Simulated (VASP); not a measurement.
# Nb3Sb under strain, part 4 of 4

Aim: follow the pressure of Nb3Sb through compression, expansion and shear. All runs use r2SCAN. Left out of this account: 1 further run (fields: a reference on another mesh). The start is a cell from a database of measured crystal structures.

VASP 6.6.1; r2SCAN; plane waves and PAW (Nb_sv, Sb).

Still holding for the runs below: Spin-orbit coupling is off here; with elements this heavy it splits and shifts levels by tenths of an eV or more.

So far, pressure (GPa): step 2 (bands, cell as listed) 1.21; step 3 (cell volume +4.0 %) -5.53; step 4 (cell volume +8.0 %) -11.0; step 5 (bands, sheared, principal strains -2.1, +0.8, +1.3 %) 1.35; step 6 (cell volume -4.0 %) 9.52.

## 7. Bands, volume times 0.92

The cell is scaled evenly once more. A prediction first. A parabola through the 4 pressures of evenly scaled cells so far, P = 1.23 -187.6 t +373 t² GPa with t = ln(V/V₁) and V₁ the volume at scale 1, gives 19.46 GPa at t = -0.0834.

File INCAR:

```
SYSTEM = Nb3Sb
PREC = Accurate
ENCUT = 400
EDIFF = 1E-06
NELM = 100
ISMEAR = -1
SIGMA = 0.05
LREAL = .FALSE.
ALGO = Normal
METAGGA = R2SCAN
LASPH = .TRUE.
NBANDS = 66
LORBIT = 11
LWAVE = .FALSE.
LCHARG = .FALSE.
KPAR = 8
```

File POSCAR:

```
Nb3Sb
1.0
    5.1199993579      0.0000000000      0.0000000000
    0.0000000000      5.1199993579      0.0000000000
    0.0000000000      0.0000000000      5.1199993579
Nb Sb
6 2
Direct
    0.2500000000      0.0000000000      0.5000000000
    0.5000000000      0.7500000000      0.0000000000
    0.7500000000      0.0000000000      0.5000000000
    0.5000000000      0.2500000000      0.0000000000
    0.0000000000      0.5000000000      0.7500000000
    0.0000000000      0.5000000000      0.2500000000
    0.0000000000      0.0000000000      0.0000000000
    0.5000000000      0.5000000000      0.5000000000
```

File KPOINTS:

```
Automatic mesh
0
Gamma
6 6 6
0 0 0
```

File KPOINTS_OPT:

```
Line mode
12
Line-mode
Reciprocal
  0.00000000   0.00000000   0.00000000 GAMMA
  0.00000000   0.50000000   0.00000000 X

  0.00000000   0.50000000   0.00000000 X
  0.50000000   0.50000000   0.00000000 M

  0.50000000   0.50000000   0.00000000 M
  0.00000000   0.00000000   0.00000000 GAMMA

  0.00000000   0.00000000   0.00000000 GAMMA
  0.50000000   0.50000000   0.50000000 R

  0.50000000   0.50000000   0.50000000 R
  0.00000000   0.50000000   0.00000000 X

  0.50000000   0.50000000   0.00000000 M
  0.50000000   0.50000000   0.50000000 R
```

PAW data sets: Nb_sv and Sb (PBE family, release 64).

Run with:

```sh
> mpirun -np 8 vasp_std
```

Output:

```text
[... set-up lines as in an earlier step ...]
 entering main loop
       N       E                     dE             d eps       ncg     rms          rms(c)
DAV:   1     0.806021632390E+03    0.80602E+03   -0.40629E+04  2696   0.116E+03
DAV:   2    -0.154551397826E+03   -0.96057E+03   -0.92646E+03  3276   0.496E+02
DAV:   3    -0.234410671983E+03   -0.79859E+02   -0.77476E+02  4296   0.101E+02
DAV:   4    -0.241605200516E+03   -0.71945E+01   -0.70531E+01  4536   0.273E+01
DAV:   5    -0.242081201598E+03   -0.47600E+00   -0.47486E+00  4168   0.693E+00    0.294E+01
DAV:   6    -0.202482990926E+03    0.39598E+02   -0.17854E+01  3976   0.236E+01    0.648E+00
DAV:   7    -0.202545784816E+03   -0.62794E-01   -0.10358E+00  3736   0.490E+00    0.295E+00
DAV:   8    -0.202603079052E+03   -0.57294E-01   -0.31313E-01  4152   0.272E+00    0.139E+00
DAV:   9    -0.202609574372E+03   -0.64953E-02   -0.34161E-02  4176   0.857E-01    0.705E-01
DAV:  10    -0.202612342928E+03   -0.27686E-02   -0.32747E-03  3328   0.305E-01    0.179E-01
DAV:  11    -0.202612379188E+03   -0.36260E-04   -0.85230E-04  3816   0.129E-01    0.204E-02
DAV:  12    -0.202612380612E+03   -0.14243E-05   -0.66517E-05  3992   0.456E-02    0.194E-02
DAV:  13    -0.202612370496E+03    0.10116E-04   -0.57753E-06  3392   0.112E-02    0.520E-03
DAV:  14    -0.202612369403E+03    0.10925E-05   -0.36365E-07  1800   0.365E-03    0.232E-03
DAV:  15    -0.202612369711E+03   -0.30753E-06   -0.20066E-07  1696   0.235E-03
   1 F= -.20261237E+03 E0= -.20260289E+03  d E =-.189654E-01
 Start KPOINTS_OPT (optional k-point list driver)
k-point batch [1-20\72]
       N       E                     dE             ncg
DAV:   1     0.570627520638E+04   -0.15817E+05     2712
DAV:   2    -0.141618365785E+05   -0.19868E+05     3186
DAV:   3    -0.157663475348E+05   -0.16045E+04     4192
DAV:   4    -0.158950586494E+05   -0.12871E+03     4552
DAV:   5    -0.159017178724E+05   -0.66592E+01     4192
DAV:   6    -0.159020155256E+05   -0.29765E+00     4464
DAV:   7    -0.159020339150E+05   -0.18389E-01     4200
DAV:   8    -0.159020351545E+05   -0.12396E-02     4078
DAV:   9    -0.159020352504E+05   -0.95893E-04     3344
DAV:  10    -0.159020352581E+05   -0.76691E-05     2796
DAV:  11    -0.159020352588E+05   -0.70284E-06     2064
[...]
k-point batch [61-72\72]
       N       E                     dE             ncg
DAV:   1     0.170596332067E+05   -0.22383E+05     1600
DAV:   2     0.501902862542E+04   -0.12041E+05     1898
DAV:   3     0.408025334965E+04   -0.93878E+03     2408
DAV:   4     0.398822350360E+04   -0.92030E+02     2624
DAV:   5     0.398311406112E+04   -0.51094E+01     2600
DAV:   6     0.398293267316E+04   -0.18139E+00     2496
DAV:   7     0.398292119407E+04   -0.11479E-01     2632
DAV:   8     0.398292031805E+04   -0.87603E-03     2272
DAV:   9     0.398292026243E+04   -0.55620E-04     1984
DAV:  10     0.398292025791E+04   -0.45225E-05     1416
DAV:  11     0.398292025746E+04   -0.45141E-06     1208
```

Run time: 2.9 min. Hardware: 8 MPI ranks of AMD EPYC 9R45, shared host; peak memory 2.8 GiB; 23 min of CPU time.

OUTCAR, selected parts (step 7):

```text
   ENCUT  =  400.0 eV  29.40 Ry    5.42 a.u.   8.35  8.35  8.35*2*pi/ulx,y,z

   NELECT =      88.0000    total number of electrons

 E-fermi :  13.1211

 k-point     1 :       0.0000    0.0000    0.0000
  band No.  band energies     occupation
    ...
     40      12.0921      2.00000
     41      12.0921      2.00000
     42      12.0921      2.00000
     43      12.8909      1.98021
     44      12.8909      1.98021
     45      14.8295      0.00000
     46      15.8381      0.00000
     47      15.8381      0.00000
     48      15.8381      0.00000
     49      17.0144      0.00000
    ...

  Total       16.5514001     16.5514001     16.5514001      0.0000000      0.0000000      0.0000000
  in kB      197.5766425    197.5766425    197.5766425      0.0000000      0.0000000      0.0000000
  external PRESSURE =     197.5766425 kB  Pullay stress =       0.0000000 kB

 POSITION                                       TOTAL-FORCE (eV/Angst)
 -----------------------------------------------------------------------------------
      1.28000      0.00000      2.56000        -0.000000     -0.000000     -0.000000
      2.56000      3.84000      0.00000        -0.000000      0.000000     -0.000000
      3.84000      0.00000      2.56000         0.000000      0.000000      0.000000
      2.56000      1.28000      0.00000         0.000000      0.000000      0.000000
      0.00000      2.56000      3.84000         0.000000      0.000000     -0.000000
      0.00000      2.56000      1.28000        -0.000000      0.000000      0.000000
      0.00000      0.00000      0.00000        -0.000000      0.000000     -0.000000
      2.56000      2.56000      2.56000        -0.000000      0.000000     -0.000000
 -----------------------------------------------------------------------------------
    total drift:                                0.000000      0.000000     -0.000000

  FREE ENERGIE OF THE ION-ELECTRON SYSTEM (eV)
  ---------------------------------------------------
  free  energy   TOTEN  =      -202.6123697107 eV

  energy  without entropy=     -202.5934043188  energy(sigma->0) =     -202.60288701

[... 5 parts as in an earlier step ...]

[... 11 further parts left out ...]
```

Numbers from this step:

| Item | Value |
| --- | --- |
| SCF cycles | 15 |
| free energy (TOTEN) | -202.6124 eV |
| energy at zero smearing | -202.6029 eV |
| Fermi energy | 13.12 eV |
| pressure | 19.76 GPa |

The electronic bands at the labelled points (eV, zero at the Fermi level; # counts the bands kept, so #1 is VASP's band 27):

```csv
point,#15,#16,#17,#18,#19,#20,#21,#22
Γ,-1.03,-1.03,-0.23,-0.23,1.71,2.72,2.72,2.72
0.45 of the way,-1.05,-1.05,-0.18,-0.18,1.80,2.44,2.44,2.60
X,-1.35,-1.35,-0.59,-0.59,1.66,1.66,2.36,2.36
0.45 of the way,-0.85,-0.81,-0.48,-0.47,1.20,1.52,1.52,1.82
M,-0.20,-0.08,-0.08,0.33,0.52,0.52,0.54,0.54
0.45 of the way,-0.86,-0.79,-0.57,-0.12,0.96,1.67,1.96,2.24
Γ,-1.03,-1.03,-0.23,-0.23,1.71,2.72,2.72,2.72
0.55 of the way,-1.24,-0.58,-0.52,-0.52,0.72,0.72,1.85,1.85
R,-0.31,-0.31,-0.08,-0.08,-0.08,-0.08,-0.08,-0.08
0.45 of the way,-0.65,-0.65,-0.32,-0.32,0.41,0.41,1.05,1.05
X,-1.35,-1.35,-0.59,-0.59,1.66,1.66,2.36,2.36
jump to M,-0.20,-0.08,-0.08,0.33,0.52,0.52,0.54,0.54
0.45 of the way,-0.31,-0.22,-0.15,-0.15,0.00,0.45,0.45,0.70
R,-0.31,-0.31,-0.08,-0.08,-0.08,-0.08,-0.08,-0.08
```

Of the projections kept (Nb, Sb), the largest for each band there; the rest of the weight can lie on other orbitals:

```
point      #15      #16      #17      #18      #19      #20      #21      #22
    Γ  Nb 0.96  Nb 0.96  Nb 0.99  Nb 0.99  Nb 0.50  Nb 1.00  Nb 1.00  Nb 1.00
    X  Nb 0.98  Nb 0.98  Nb 0.96  Nb 0.96  Nb 0.97  Nb 0.97  Nb 0.98  Nb 0.98
    M  Nb 0.94  Nb 1.00  Nb 1.00  Nb 0.96  Nb 0.97  Nb 0.97  Nb 0.88  Nb 0.97
    Γ  Nb 0.96  Nb 0.96  Nb 0.99  Nb 0.99  Nb 0.50  Nb 1.00  Nb 1.00  Nb 1.00
    R  Nb 0.95  Nb 0.95  Nb 0.95  Nb 0.95  Nb 0.95  Nb 0.95  Nb 0.95  Nb 0.95
    X  Nb 0.98  Nb 0.98  Nb 0.96  Nb 0.96  Nb 0.97  Nb 0.97  Nb 0.98  Nb 0.98
```

 The pressure is 19.76 GPa. The parabola predicted 19.46 GPa, -0.30 GPa off.

## 8. Bands, atoms displaced by up to 0.03 Å

The atoms are moved off their sites at random, as a crude picture of disorder.

INCAR is that of step 7.

File POSCAR:

```
Nb3Sb
1.0
    5.2643000000      0.0000000000      0.0000000000
    0.0000000000      5.2643000000      0.0000000000
    0.0000000000      0.0000000000      5.2643000000
Nb Sb
6 2
Direct
    0.2518350000      0.0023110000      0.4977400000
    0.4993750000      0.7554000000      0.0007320000
    0.7509810000      0.0009080000      0.5001680000
    0.5020240000      0.2525240000     -0.0030340000
   -0.0003020000      0.4977200000      0.7481050000
    0.0028730000      0.4982430000      0.2471330000
    0.0004920000      0.0024290000      0.0001110000
    0.5009210000      0.4988560000      0.4992990000
```

KPOINTS is that of step 7.

KPOINTS_OPT is that of step 7.

Run with:

```sh
> mpirun -np 8 vasp_std
```

Output:

```text
[... set-up lines as in an earlier step ...]
 entering main loop
       N       E                     dE             d eps       ncg     rms          rms(c)
DAV:   1     0.789899322123E+03    0.78990E+03   -0.40509E+04 15064   0.115E+03
DAV:   2    -0.156044520370E+03   -0.94594E+03   -0.91256E+03 18474   0.489E+02
DAV:   3    -0.235245380881E+03   -0.79201E+02   -0.76854E+02 23982   0.997E+01
DAV:   4    -0.242517950642E+03   -0.72726E+01   -0.71243E+01 25768   0.274E+01
DAV:   5    -0.243030208289E+03   -0.51226E+00   -0.51110E+00 23680   0.702E+00    0.261E+01
DAV:   6    -0.203202508146E+03    0.39828E+02   -0.19048E+01 22632   0.241E+01    0.565E+00
DAV:   7    -0.203277542956E+03   -0.75035E-01   -0.11714E+00 20928   0.503E+00    0.288E+00
DAV:   8    -0.203343226951E+03   -0.65684E-01   -0.34095E-01 22576   0.292E+00    0.133E+00
DAV:   9    -0.203349125780E+03   -0.58988E-02   -0.49107E-02 24792   0.135E+00    0.840E-01
DAV:  10    -0.203351177321E+03   -0.20515E-02   -0.10673E-02 21120   0.669E-01    0.342E-01
DAV:  11    -0.203352151346E+03   -0.97403E-03   -0.28528E-03 20512   0.328E-01    0.105E-01
DAV:  12    -0.203352077328E+03    0.74018E-04   -0.66755E-04 23424   0.177E-01    0.581E-02
DAV:  13    -0.203352107978E+03   -0.30650E-04   -0.14794E-04 19024   0.679E-02    0.114E-02
DAV:  14    -0.203352103714E+03    0.42641E-05   -0.16024E-05 24296   0.204E-02    0.626E-03
DAV:  15    -0.203352098660E+03    0.50535E-05   -0.12926E-06 10280   0.760E-03    0.443E-03
DAV:  16    -0.203352098666E+03   -0.56043E-08   -0.33731E-07  9416   0.338E-03
   1 F= -.20335210E+03 E0= -.20334169E+03  d E =-.208202E-01
 Start KPOINTS_OPT (optional k-point list driver)
k-point batch [1-72\72]
       N       E                     dE             ncg
DAV:   1     0.188761161360E+05   -0.92714E+05     9696
DAV:   2    -0.512818786534E+05   -0.70158E+05    11534
DAV:   3    -0.569026069178E+05   -0.56207E+04    14904
DAV:   4    -0.574001030319E+05   -0.49750E+03    16184
DAV:   5    -0.574266542756E+05   -0.26551E+02    15044
DAV:   6    -0.574276548676E+05   -0.10006E+01    16144
DAV:   7    -0.574277139992E+05   -0.59132E-01    15516
DAV:   8    -0.574277177239E+05   -0.37247E-02    13936
DAV:   9    -0.574277180374E+05   -0.31355E-03    12152
DAV:  10    -0.574277180630E+05   -0.25563E-04     9032
DAV:  11    -0.574277180655E+05   -0.25320E-05     7432
DAV:  12    -0.574277180661E+05   -0.54942E-06     6704
```

The job ended after 5.9 min (8 MPI ranks; peak memory 7.4 GiB; 47 min of CPU time).

OUTCAR, selected parts (step 8):

```text
   NELECT =      88.0000    total number of electrons

 E-fermi :  11.8993

 k-point     1 :       0.0000    0.0000    0.0000
  band No.  band energies     occupation
    ...
     40      10.9492      2.00000
     41      10.9596      2.00000
     42      10.9641      2.00000
     43      11.6617      1.98287
     44      11.6941      1.96752
     45      13.0652      0.00000
     46      14.3816      0.00000
     47      14.3986      0.00000
     48      14.4156      0.00000
     49      15.3011      0.00000
    ...

  Total        1.1963027      1.2042057      1.0322787     -0.0375090     -0.1256799      0.1720618
  in kB       13.1380158     13.2248077     11.3366739     -0.4119307     -1.3802396      1.8896145
  external PRESSURE =      12.5664991 kB  Pullay stress =       0.0000000 kB

 POSITION                                       TOTAL-FORCE (eV/Angst)
 -----------------------------------------------------------------------------------
      1.32573      0.01217      2.62025        -0.071625     -0.117206      0.065566
      2.62886      3.97665      0.00385         0.072581     -0.294580     -0.079006
      3.95339      0.00478      2.63303         0.038663     -0.052358     -0.046804
      2.64280      1.32936      5.24833        -0.049713      0.038194      0.080490
      5.26271      2.62015      3.93825         0.057869      0.230331     -0.005916
      0.01512      2.62290      1.30098        -0.081820      0.207896      0.103125
      0.00259      0.01279      0.00058         0.015725     -0.208603     -0.078139
      2.63700      2.62613      2.62846         0.018319      0.196325     -0.039316
 -----------------------------------------------------------------------------------
    total drift:                                0.000567      0.000942     -0.000916

  FREE ENERGIE OF THE ION-ELECTRON SYSTEM (eV)
  ---------------------------------------------------
  free  energy   TOTEN  =      -203.3520986661 eV

  energy  without entropy=     -203.3312784793  energy(sigma->0) =     -203.34168857

[... 5 parts as in an earlier step ...]

[... 12 further parts left out ...]
```

This step gave:

| Property | Result |
| --- | --- |
| SCF cycles | 16 |
| irreducible k-points | 112 |
| symmetry operations | 1 |
| free energy (TOTEN) | -203.3521 eV |
| energy at zero smearing | -203.3417 eV |
| Fermi energy | 11.90 eV |
| pressure | 1.257 GPa |

The electronic bands at the labelled points (eV, zero at the Fermi level; # counts the bands kept, so #1 is VASP's band 27):

```csv
point,#15,#16,#17,#18,#19,#20,#21,#22
Γ,-0.94,-0.94,-0.24,-0.21,1.17,2.48,2.50,2.52
0.45 of the way,-0.97,-0.97,-0.21,-0.18,1.59,2.03,2.25,2.27
X,-1.23,-1.17,-0.66,-0.65,1.39,1.46,2.18,2.23
0.55 of the way,-0.64,-0.56,-0.52,-0.43,0.90,1.22,1.28,1.47
M,-0.23,0.00,0.04,0.37,0.40,0.43,0.53,0.61
0.55 of the way,-0.84,-0.81,-0.36,-0.16,1.17,1.82,2.06,2.39
Γ,-0.94,-0.94,-0.24,-0.21,1.17,2.48,2.50,2.52
0.45 of the way,-1.03,-0.64,-0.39,-0.36,1.03,1.07,2.01,2.08
R,-0.24,-0.23,-0.19,-0.17,-0.15,-0.14,-0.13,-0.11
0.45 of the way,-0.64,-0.62,-0.27,-0.21,0.35,0.40,0.87,0.94
X,-1.23,-1.17,-0.66,-0.65,1.39,1.46,2.18,2.23
jump to M,-0.23,0.00,0.04,0.37,0.40,0.43,0.53,0.61
0.45 of the way,-0.25,-0.22,-0.18,-0.17,-0.01,0.38,0.41,0.58
R,-0.24,-0.23,-0.19,-0.17,-0.15,-0.14,-0.13,-0.11
```

Of the projections kept (Nb, Sb), the largest for each band there; the rest of the weight can lie on other orbitals:

| point | #15 | #16 | #17 | #18 | #19 | #20 | #21 | #22 |
| --- | --- | --- | --- | --- | --- | --- | --- | --- |
| Γ | Nb 0.97 | Nb 0.97 | Nb 0.99 | Nb 0.99 | Nb 0.52 | Nb 1.00 | Nb 1.00 | Nb 1.00 |
| X | Nb 0.98 | Nb 0.98 | Nb 0.96 | Nb 0.96 | Nb 0.97 | Nb 0.97 | Nb 0.98 | Nb 0.98 |
| M | Nb 0.95 | Nb 1.00 | Nb 1.00 | Nb 0.96 | Nb 0.97 | Nb 0.97 | Nb 0.97 | Nb 0.89 |
| Γ | Nb 0.97 | Nb 0.97 | Nb 0.99 | Nb 0.99 | Nb 0.52 | Nb 1.00 | Nb 1.00 | Nb 1.00 |
| R | Nb 0.96 | Nb 0.96 | Nb 0.96 | Nb 0.96 | Nb 0.96 | Nb 0.96 | Nb 0.96 | Nb 0.96 |
| X | Nb 0.98 | Nb 0.98 | Nb 0.96 | Nb 0.96 | Nb 0.97 | Nb 0.97 | Nb 0.98 | Nb 0.98 |

Force by atom:

```
atom  x (eV/Å)  y (eV/Å)  z (eV/Å)   size
 Nb1    -0.072    -0.117     0.066  0.152
 Nb2     0.073    -0.295    -0.079  0.314
 Nb3     0.039    -0.052    -0.047  0.080
 Nb4    -0.050     0.038     0.080  0.102
 Nb5     0.058     0.230    -0.006  0.238
 Nb6    -0.082     0.208     0.103  0.246
 Sb7     0.016    -0.209    -0.078  0.223
 Sb8     0.018     0.196    -0.039  0.201
```

 The pressure is 1.26 GPa, and the symmetry operations fall from 48 to 1.

## 9. Side by side

| cell | mesh | pressure (GPa) | gap (eV) |
| --- | --- | --- | --- |
| cell as listed | 6×6×6 | 1.21 | none |
| volume times 1.04 | 6×6×6 | -5.53 | none |
| volume times 1.08 | 6×6×6 | -11.00 | none |
| sheared, principal strains -2.1, +0.8, +1.3 % | 6×6×6 | 1.35 | none |
| volume times 0.96 | 6×6×6 | 9.52 | none |
| volume times 0.92 | 6×6×6 | 19.76 | none |
| atoms displaced by up to 0.03 Å | 6×6×6 | 1.26 | none |

## 10. Summary of results

```yaml
pressure_cell_as_listed: 1.21 GPa
pressure_volume_times_1p04: -5.53 GPa
pressure_volume_times_1p08: -11.0 GPa
pressure_sheared_principal_strains_minus_2p1_plus_0p8_plus_1p3: 1.35 GPa
pressure_volume_times_0p96: 9.52 GPa
pressure_volume_times_0p92: 19.8 GPa
pressure_atoms_displaced_by_up_to_0p03_a: 1.26 GPa
bulk_modulus_at_the_listed_volume_shape_and_positions_held: 189 GPa
```

The slope of pressure against ln V at the listed volume gives a bulk modulus of 189 GPa at fixed shape and positions. Spin-orbit coupling is left out, and with elements this heavy it would split and shift bands near the Fermi level.

[Lines on the potential files, build, host, timing and source positions are cut from VASP's logs without a mark.]

[Logs are printed without paths, hosts, clocks, repeated set-up lines and the standing remarks that a program may print on its own settings, such as how far it seeks lower states.]

[Hosts, paths, dates, database ids (printed as entryN), source tags and the programs' standing remarks are cut or masked in the printed files.]

[A measured line is paired with the nearest computed mode of its activity, which favours agreement.]
